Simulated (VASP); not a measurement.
# BaCa with LDA: from relaxation to properties, part 2 of 3

Aim: relax BaCa, then compute properties on the relaxed cell. The cell is invented: it takes the structure of COD entry 9011033, Ca (space group 225 there), with some of its atoms replaced by other elements, volume scaled by an estimate. It may not be a known or stable phase.

VASP 6.6.1; LDA; plane waves and PAW (Ba_sv, Ca_sv); invented cell.

Still holding for the runs below: The k-mesh is coarse for a metal.

So far. Step 2 (Rough relaxation of the start cell): It ends with forces that vanish by symmetry and a pressure of -0.12 GPa.

## Step 3: Relaxing cell and atoms (LDA)

Properties are meant for the cell that this level of theory prefers, so cell and atoms are relaxed first (ISIF = 3) until forces and stress are small; EDIFFG sets the threshold.

Contents of INCAR:

```
SYSTEM = BaCa
PREC = Accurate
ENCUT = 400
EDIFF = 1E-06
NELM = 100
ISMEAR = 0
SIGMA = 0.05
LREAL = .FALSE.
ALGO = Normal
GGA = CA
NBANDS = 16
LORBIT = 11
LWAVE = .FALSE.
LCHARG = .FALSE.
IBRION = 2
NSW = 60
ISIF = 3
EDIFFG = -0.01
```

Contents of POSCAR:

```
BaCa
1.0
    4.0996681772      0.0000000000      0.0000000000
    0.0000000000      4.0996681772      0.0000000000
    0.0000000000      0.0000000000      5.7958205966
Ba Ca
1 1
Direct
    0.5000000000      0.5000000000      0.5000000000
    0.0000000000      0.0000000000      0.0000000000
```

Contents of KPOINTS:

```
Automatic mesh
0
Gamma
6 6 4
0 0 0
```

The projector-augmented-wave data sets are Ba_sv and Ca_sv (LDA family, release 64).

Command:

```
> mpirun -np 1 vasp_std
```

What it wrote:

```text
[... set-up lines as in an earlier step ...]
 entering main loop
       N       E                     dE             d eps       ncg     rms          rms(c)
DAV:   1     0.130195815410E+03    0.13020E+03   -0.78968E+03   968   0.889E+02
DAV:   2     0.250092594046E+01   -0.12769E+03   -0.12562E+03  1328   0.234E+02
DAV:   3    -0.415583170557E+01   -0.66568E+01   -0.66205E+01  1520   0.507E+01
DAV:   4    -0.442389249186E+01   -0.26806E+00   -0.26805E+00  1408   0.867E+00
DAV:   5    -0.442930346691E+01   -0.54110E-02   -0.54109E-02  1440   0.113E+00    0.316E+00
DAV:   6    -0.438510489548E+01    0.44199E-01   -0.85220E-02  1392   0.118E+00    0.180E+00
DAV:   7    -0.437184429595E+01    0.13261E-01   -0.69202E-02  1400   0.135E+00    0.195E-01
DAV:   8    -0.437118015611E+01    0.66414E-03   -0.80995E-03  1376   0.329E-01    0.408E-02
DAV:   9    -0.437111191084E+01    0.68245E-04   -0.66798E-04  1344   0.949E-02    0.249E-02
DAV:  10    -0.437111562920E+01   -0.37184E-05   -0.37107E-05  1696   0.301E-02    0.777E-03
DAV:  11    -0.437111533124E+01    0.29796E-06   -0.54948E-06  1352   0.147E-02
   1 F= -.43711153E+01 E0= -.43693422E+01  d E =-.437112E+01
 curvature:   0.00 expect dE= 0.000E+00 dE for cont linesearch  0.000E+00
 trial: gam= 0.00000 g(F)=  0.000E+00 g(S)=  0.112E-01 ort = 0.000E+00 (trialstep = 0.100E+01)
 search vector abs. value=  0.112E-01
 bond charge predicted
       N       E                     dE             d eps       ncg     rms          rms(c)
DAV:   1    -0.447900559939E+01   -0.10789E+00   -0.30034E+00  1032   0.148E+01    0.163E+00
DAV:   2    -0.440770614309E+01    0.71299E-01   -0.29410E-01  1280   0.405E+00    0.104E+00
DAV:   3    -0.437770972109E+01    0.29996E-01   -0.18175E-01  1656   0.292E+00    0.351E-01
DAV:   4    -0.437793798866E+01   -0.22827E-03   -0.17070E-02  1216   0.803E-01    0.166E-01
DAV:   5    -0.437911754775E+01   -0.11796E-02   -0.13839E-03  1392   0.199E-01    0.796E-02
DAV:   6    -0.437924982648E+01   -0.13228E-03   -0.12182E-04  1448   0.648E-02    0.461E-02
DAV:   7    -0.437933392782E+01   -0.84101E-04   -0.10225E-04  1408   0.567E-02    0.518E-03
DAV:   8    -0.437933520912E+01   -0.12813E-05   -0.41013E-06  1456   0.992E-03    0.185E-03
DAV:   9    -0.437933514931E+01    0.59813E-07   -0.17537E-07   664   0.320E-03
   2 F= -.43793351E+01 E0= -.43777637E+01  d E =-.821982E-02
[... from here on, the cycles between the ionic steps are left out ...]
   3 F= -.43812831E+01 E0= -.43798535E+01  d E =-.101678E-01
   4 F= -.43812928E+01 E0= -.43798720E+01  d E =-.101775E-01
   5 F= -.43814961E+01 E0= -.43801011E+01  d E =-.203307E-03
   6 F= -.43820386E+01 E0= -.43807172E+01  d E =-.745801E-03
   7 F= -.43827097E+01 E0= -.43814823E+01  d E =-.141687E-02
   8 F= -.43827470E+01 E0= -.43815066E+01  d E =-.145417E-02
   9 F= -.43827560E+01 E0= -.43815286E+01  d E =-.146316E-02
 curvature:  -4.08 expect dE=-0.748E-04 dE for cont linesearch -0.374E-05
 ZBRENT: interpolating
 opt :  13.7978  next Energy=    -4.382759 (dE=-0.147E-02)
 bond charge predicted
       N       E                     dE             d eps       ncg     rms          rms(c)
DAV:   1    -0.438282393341E+01   -0.67846E-04   -0.46385E-03   976   0.519E-01    0.421E-02
DAV:   2    -0.438277900745E+01    0.44926E-04   -0.94231E-05  1112   0.657E-02    0.245E-02
DAV:   3    -0.438275799437E+01    0.21013E-04   -0.45679E-05  1296   0.427E-02    0.335E-03
DAV:   4    -0.438275786079E+01    0.13358E-06   -0.15455E-06  1032   0.765E-03
  10 F= -.43827579E+01 E0= -.43815283E+01  d E =-.146506E-02
 curvature:  -2.98 expect dE=-0.566E-04 dE for cont linesearch -0.590E-06
 trial: gam= 0.03688 g(F)=  0.682E-63 g(S)=  0.190E-04 ort = 0.604E-05 (trialstep = 0.368E+01)
 search vector abs. value=  0.197E-04
 reached required accuracy - stopping structural energy minimisation
```

Wall time 50 s (1 MPI rank of Intel Xeon 6975P-C (Granite Rapids), shared host); peak memory 0.18 GiB.

OUTCAR, selected parts (step 3):

```text
  LATTYP: Found a simple tetragonal cell.
 ALAT       =     4.0996681772
 C/A-ratio  =     1.4137291961

The static configuration has the point symmetry D_4h.

 Found     30 irreducible k-points:

   k-points           NKPTS =     30   k-points in BZ     NKDIM =     30   number of bands    NBANDS=     16

   dimension x,y,z NGX =    28 NGY =   28 NGZ =   40
   dimension x,y,z NGXF=    56 NGYF=   56 NGZF=   80

   ENCUT  =  400.0 eV  29.40 Ry    5.42 a.u.   6.69  6.69  9.45*2*pi/ulx,y,z

   NELECT =      20.0000    total number of electrons

 E-fermi :   2.0946

 k-point     1 :       0.0000    0.0000    0.0000
  band No.  band energies     occupation
    ...
      7     -11.2519      2.00000
      8     -11.2519      2.00000
      9      -1.4158      2.00000
     10       1.2398      2.00000
     11       2.0531      1.75944
     12       3.8444      0.00000
     13       4.0296      0.00000
     14       4.2258      0.00000
     15       4.2258      0.00000
     16       5.4403      0.00000

 k-point     2 :       0.1667    0.0000    0.0000
  band No.  band energies     occupation
    ...
      6     -11.5871      2.00000
      7     -11.4461      2.00000
      8     -11.2352      2.00000
      9      -1.0525      2.00000
     10       1.5754      2.00000
     11       2.2861      0.00000
     12       3.3258      0.00000
     13       3.9606      0.00000
     14       4.1648      0.00000
     15       4.3723      0.00000
    ...

  Total        0.0139873      0.0139873      0.0199313      0.0000000     -0.0000000     -0.0000000
  in kB        0.2429479      0.2429479      0.3461887      0.0000000     -0.0000000     -0.0000000
  external PRESSURE =       0.2773615 kB  Pullay stress =       0.0000000 kB

  energy-cutoff  :      400.00
  volume of cell :       92.24
      direct lattice vectors                 reciprocal lattice vectors
     3.976021426  0.000000000 -0.000000000     0.251507699 -0.000000000  0.000000000
     0.000000000  3.976021426  0.000000000     0.000000000  0.251507699  0.000000000
    -0.000000000 -0.000000000  5.834924572     0.000000000 -0.000000000  0.171381821

 POSITION                                       TOTAL-FORCE (eV/Angst)
 -----------------------------------------------------------------------------------
      1.98801      1.98801      2.91746        -0.000000     -0.000000      0.000000
      0.00000      0.00000      0.00000         0.000000      0.000000      0.000000
 -----------------------------------------------------------------------------------
    total drift:                               -0.000000      0.000000      0.000000

  FREE ENERGIE OF THE ION-ELECTRON SYSTEM (eV)
  ---------------------------------------------------
  free  energy   TOTEN  =        -4.3827578608 eV

  energy  without entropy=       -4.3802988189  energy(sigma->0) =       -4.38152834

 total charge
# of ion       s       p       d       tot
------------------------------------------
    1        2.077   5.519   0.377   7.973
    2        2.100   5.816   0.177   8.093
--------------------------------------------------
tot          4.177  11.335   0.553  16.066

[... 3 parts as in an earlier step ...]

[... 6 further parts left out ...]
```

Relaxation path:

| step | energy less that of the first step (eV) | largest force (eV/Å) | pressure (GPa) | volume (Å³) |
| --- | --- | --- | --- | --- |
| 1 | 0.0000 | 0.0000 | -0.65 | 97.41 |
| 2 | -0.0082 | 0.0000 | -0.30 | 94.67 |
| 3 | -0.0102 | 0.0000 | -0.02 | 92.76 |
| 4 | -0.0102 | 0.0000 | 0.00 | 92.61 |
| 5 | -0.0104 | 0.0000 | 0.00 | 92.59 |
| 6 | -0.0109 | 0.0000 | 0.01 | 92.50 |
| 7 | -0.0116 | 0.0000 | 0.02 | 92.31 |
| 8 | -0.0116 | 0.0000 | 0.03 | 92.21 |
| 9 | -0.0116 | 0.0000 | 0.03 | 92.26 |
| 10 | -0.0116 | 0.0000 | 0.03 | 92.24 |

| conventional cell, symmetrised | before | after | change |
| --- | --- | --- | --- |
| a (Å) | 4.100 | 3.976 | -3.0 % |
| b (Å) | 4.100 | 3.976 | -3.0 % |
| c (Å) | 5.796 | 5.835 | +0.7 % |
| volume (Å³/atom) | 48.71 | 46.12 | -5.3 % |

Final coordinates:

```
Ba Ca
1.0
     3.97602    0.00000    0.00000
     0.00000    3.97602    0.00000
     0.00000    0.00000    5.83492
Ba Ca
1 1
Direct
  0.50000 0.50000 0.50000
  0.00000 0.00000 0.00000
```

Numbers from this step:

```
irreducible k-points            : 30
free energy (TOTEN)             : -4.383 eV
energy at zero smearing         : -4.382 eV
Fermi energy                    : 2.095 eV
pressure                        : 0.02774 GPa
SCF cycles over all ionic steps : 64
```

It ends with forces that vanish by symmetry and a pressure of 0.03 GPa.

## Step 4: Second relaxation

A relaxation keeps the plane waves of the cell it began with, so it is repeated from the new cell, on a basis made for it.

INCAR is that of step 3.

Contents of POSCAR:

```
BaCa
1.0
    3.9760214257      0.0000000000      0.0000000000
    0.0000000000      3.9760214257      0.0000000000
    0.0000000000      0.0000000000      5.8349245725
Ba Ca
1 1
Direct
    0.5000000000      0.5000000000      0.5000000000
    0.0000000000      0.0000000000      0.0000000000
```

KPOINTS is that of step 3.

Command:

```
> mpirun -np 1 vasp_std
```

What it wrote:

```text
[... set-up lines as in an earlier step ...]
 entering main loop
       N       E                     dE             d eps       ncg     rms          rms(c)
DAV:   1     0.133755585882E+03    0.13376E+03   -0.80272E+03   968   0.898E+02
DAV:   2     0.259908535789E+01   -0.13116E+03   -0.12882E+03  1344   0.238E+02
DAV:   3    -0.421176882110E+01   -0.68109E+01   -0.67527E+01  1536   0.502E+01
DAV:   4    -0.444528052764E+01   -0.23351E+00   -0.23346E+00  1296   0.775E+00
DAV:   5    -0.445049435390E+01   -0.52138E-02   -0.52138E-02  1456   0.104E+00    0.331E+00
DAV:   6    -0.439742632121E+01    0.53068E-01   -0.11054E-01  1336   0.122E+00    0.186E+00
DAV:   7    -0.438277943708E+01    0.14647E-01   -0.58372E-02  1544   0.132E+00    0.283E-01
DAV:   8    -0.438199056469E+01    0.78887E-03   -0.40423E-03  1384   0.310E-01    0.432E-02
DAV:   9    -0.438198658158E+01    0.39831E-05   -0.21224E-04  1504   0.862E-02    0.188E-02
DAV:  10    -0.438198852102E+01   -0.19394E-05   -0.21980E-05  1336   0.193E-02    0.889E-03
DAV:  11    -0.438198807053E+01    0.45049E-06   -0.58939E-06  1344   0.184E-02
   1 F= -.43819881E+01 E0= -.43807574E+01  d E =-.438199E+01
 curvature:   0.00 expect dE= 0.000E+00 dE for cont linesearch  0.000E+00
 trial: gam= 0.00000 g(F)=  0.000E+00 g(S)=  0.804E-05 ort = 0.000E+00 (trialstep = 0.100E+01)
 search vector abs. value=  0.804E-05
 reached required accuracy - stopping structural energy minimisation
```

Wall time 9 s (1 MPI rank); peak memory 0.17 GiB.

From OUTCAR (step 4):

```text
  LATTYP: Found a simple tetragonal cell.
 ALAT       =     3.9760214257
 C/A-ratio  =     1.4675284531

The static configuration has the point symmetry D_4h.

 Found     30 irreducible k-points:

   ENCUT  =  400.0 eV  29.40 Ry    5.42 a.u.   6.48  6.48  9.52*2*pi/ulx,y,z

   NELECT =      20.0000    total number of electrons

 E-fermi :   2.0947

 k-point     1 :       0.0000    0.0000    0.0000
  band No.  band energies     occupation
    ...
      7     -11.2518      2.00000
      8     -11.2518      2.00000
      9      -1.4156      2.00000
     10       1.2399      2.00000
     11       2.0532      1.75967
     12       3.8444      0.00000
     13       4.0299      0.00000
     14       4.2261      0.00000
     15       4.2261      0.00000
     16       5.3646      0.00000

 k-point     2 :       0.1667    0.0000    0.0000
  band No.  band energies     occupation
    ...
      6     -11.5871      2.00000
      7     -11.4460      2.00000
      8     -11.2352      2.00000
      9      -1.0523      2.00000
     10       1.5755      2.00000
     11       2.2862      0.00000
     12       3.3258      0.00000
     13       3.9609      0.00000
     14       4.1652      0.00000
     15       4.3728      0.00000
    ...

  Total        0.0076733      0.0076733      0.0146860      0.0000000      0.0000000     -0.0000000
  in kB        0.1332777      0.1332777      0.2550828      0.0000000      0.0000000     -0.0000000
  external PRESSURE =       0.1738794 kB  Pullay stress =       0.0000000 kB

  energy-cutoff  :      400.00
  volume of cell :       92.24
      direct lattice vectors                 reciprocal lattice vectors
     3.976021426  0.000000000  0.000000000     0.251507699  0.000000000  0.000000000
     0.000000000  3.976021426  0.000000000     0.000000000  0.251507699  0.000000000
     0.000000000  0.000000000  5.834924573     0.000000000  0.000000000  0.171381821

 POSITION                                       TOTAL-FORCE (eV/Angst)
 -----------------------------------------------------------------------------------
      1.98801      1.98801      2.91746         0.000000      0.000000      0.000000
      0.00000      0.00000      0.00000         0.000000      0.000000      0.000000
 -----------------------------------------------------------------------------------
    total drift:                               -0.000000      0.000000      0.000000

  FREE ENERGIE OF THE ION-ELECTRON SYSTEM (eV)
  ---------------------------------------------------
  free  energy   TOTEN  =        -4.3819880705 eV

  energy  without entropy=       -4.3795268285  energy(sigma->0) =       -4.38075745

 total charge
# of ion       s       p       d       tot
------------------------------------------
    1        2.077   5.519   0.377   7.973
    2        2.100   5.816   0.177   8.093
--------------------------------------------------
tot          4.177  11.335   0.553  16.065

[... 6 parts as in an earlier step ...]

[... 5 further parts left out ...]
```

Little changed from the start: no atom moved by 0.005 Å and no cell edge by 0.1 %.

Numbers from this step:

```
free energy (TOTEN)             : -4.382 eV
energy at zero smearing         : -4.381 eV
pressure                        : 0.01739 GPa
SCF cycles over all ionic steps : 11
```

It ends with forces that vanish by symmetry and a pressure of 0.02 GPa. The volume moved by under 0.01 %: the run met its threshold at the first step.

## Step 5: Single point with fields (LDA)

The relaxed cell gets a fresh self-consistent run, on a basis set for its own volume, to fix the density and to check the remaining stress.

INCAR, as its differences from that of step 4:

```diff
@@ -13,6 +13,5 @@
 LWAVE = .FALSE.
-LCHARG = .FALSE.
-IBRION = 2
-NSW = 60
-ISIF = 3
-EDIFFG = -0.01
+LCHARG = .TRUE.
+ISIF = 2
+LELF = .TRUE.
+LVHAR = .TRUE.
```

POSCAR is that of step 4.

KPOINTS is that of step 4.

Command:

```
> mpirun -np 1 vasp_std
```

What it wrote:

```text
[... set-up lines as in an earlier step ...]
 entering main loop
       N       E                     dE             d eps       ncg     rms          rms(c)
[... 11 cycles as in an earlier step ...]
   1 F= -.43819881E+01 E0= -.43807574E+01  d E =-.246124E-02
```

The job ended after 9.6 s (1 MPI rank; peak memory 0.17 GiB).

Parts of OUTCAR (step 5):

```text
   NELECT =      20.0000    total number of electrons

 E-fermi :   2.0947

[... 20 parts as in an earlier step ...]

[... 2 further parts left out ...]
```

This step gave:

```
SCF cycles : 11
```

Valence electrons inside each PAW sphere by angular momentum. Sphere charges, by row:

| atom | s (e) | p (e) | d (e) | tot (e) |
| --- | --- | --- | --- | --- |
| Ba1 | 2.077 | 5.519 | 0.377 | 7.973 |
| Ca2 | 2.1 | 5.816 | 0.177 | 8.093 |

Valence density in the ac plane at fractional y = 0.000, with atoms of Ca within 0.2 Å of it. It is the smooth field of the valence electrons, not physical close to the nuclei.

Ten steps, logarithmic in the rise over the least value, from '0' (0.0 e/Å³) to '9' (6.9 e/Å³), each cell a mean:
```
99741000002589
87631000001468
55310000000245
22100000000012
00000000000000
00000000000000
00000000000000
00000000000000
00000000000000
00000000000000
00000000000000
00000000000000
00000000000000
00000000000000
00000000000000
11000000000011
54210000000134
76521000001357
98741000002579
99752000002689
```
Columns run along a (4.0 Å), rows up along c (5.8 Å). Atoms in or near the plane, at fractional coordinates: Ca at (0.00, 0.00).

Electrostatic potential energy in the ac plane at fractional y = 0.000, with atoms of Ca within 0.2 Å of it. With pseudopotentials it is smooth inside the atoms' cores, unlike the true potential.

Ten even steps from '0' (-31 eV) to '9' (3 eV), each cell a mean:
```
00257899987410
01367899987521
44678999998754
67789999998877
88899999999988
99999999999999
99999999999999
99999999999999
99999999999999
99999998999999
99999999999999
99999999999999
99999999999999
99999999999999
88999999999998
78889999999887
45678999998765
22468999987642
00257899987410
00147899986300
```
Columns run along a (4.0 Å; values clipped at the 3rd and 97th percentile), rows up along c (5.8 Å). Atoms in or near the plane, at fractional coordinates: Ca at (0.00, 0.00).

ELF in the ac plane at fractional y = 0.000, with atoms of Ca within 0.2 Å of it. It is the smooth field of the valence electrons, not physical close to the nuclei.

Values, 20 rows by 14 columns, each cell a mean:
```
0.68 0.70 0.69 0.47 0.13 0.11 0.29 0.42 0.24 0.09 0.20 0.57 0.71 0.69
0.71 0.71 0.62 0.32 0.09 0.15 0.35 0.46 0.29 0.10 0.12 0.42 0.67 0.71
0.59 0.52 0.31 0.11 0.09 0.24 0.43 0.50 0.39 0.18 0.08 0.15 0.39 0.55
0.23 0.18 0.10 0.09 0.17 0.35 0.47 0.49 0.45 0.28 0.14 0.08 0.12 0.19
0.11 0.12 0.16 0.23 0.33 0.40 0.41 0.40 0.41 0.38 0.30 0.21 0.14 0.12
0.31 0.33 0.37 0.40 0.39 0.34 0.31 0.30 0.31 0.36 0.39 0.39 0.36 0.32
0.60 0.58 0.53 0.44 0.33 0.24 0.19 0.17 0.19 0.26 0.36 0.47 0.55 0.59
0.65 0.61 0.52 0.40 0.27 0.17 0.12 0.11 0.13 0.19 0.30 0.44 0.56 0.63
0.65 0.61 0.49 0.35 0.21 0.12 0.08 0.07 0.09 0.14 0.24 0.39 0.54 0.62
0.64 0.60 0.48 0.33 0.19 0.10 0.07 0.06 0.07 0.13 0.22 0.37 0.52 0.61
0.65 0.60 0.49 0.34 0.20 0.11 0.08 0.07 0.08 0.13 0.24 0.38 0.53 0.62
0.65 0.61 0.51 0.37 0.24 0.14 0.10 0.09 0.11 0.17 0.28 0.42 0.55 0.63
0.62 0.60 0.53 0.43 0.31 0.22 0.17 0.15 0.17 0.24 0.35 0.46 0.56 0.61
0.45 0.46 0.46 0.44 0.38 0.30 0.26 0.24 0.26 0.32 0.40 0.45 0.46 0.45
0.14 0.15 0.20 0.28 0.36 0.39 0.38 0.38 0.39 0.39 0.34 0.26 0.18 0.15
0.11 0.09 0.09 0.12 0.23 0.38 0.45 0.47 0.45 0.34 0.20 0.11 0.08 0.10
0.51 0.43 0.23 0.09 0.10 0.27 0.45 0.51 0.41 0.20 0.08 0.11 0.30 0.46
0.70 0.68 0.52 0.22 0.08 0.18 0.38 0.48 0.33 0.12 0.09 0.31 0.60 0.69
0.69 0.71 0.68 0.44 0.12 0.12 0.31 0.43 0.25 0.09 0.18 0.54 0.71 0.70
0.66 0.69 0.70 0.52 0.15 0.10 0.28 0.40 0.22 0.08 0.24 0.61 0.71 0.68
```
Columns run along a (4.0 Å), rows up along c (5.8 Å). Atoms in or near the plane, at fractional coordinates: Ca at (0.00, 0.00).

In this run the pressure is 0.02 GPa, small enough to go on.

(Continued in part 3 of 3.)

[Lines on the potential files, build, host, timing and source positions are cut from VASP's logs without a mark.]

[Logs are printed without paths, hosts, clocks, repeated set-up lines and the standing remarks that a program may print on its own settings, such as how far it seeks lower states.]

[Hosts, paths, dates, database ids (printed as entryN), source tags and the programs' standing remarks are cut or masked in the printed files.]

[A measured line is paired with the nearest computed mode of its activity, which favours agreement.]
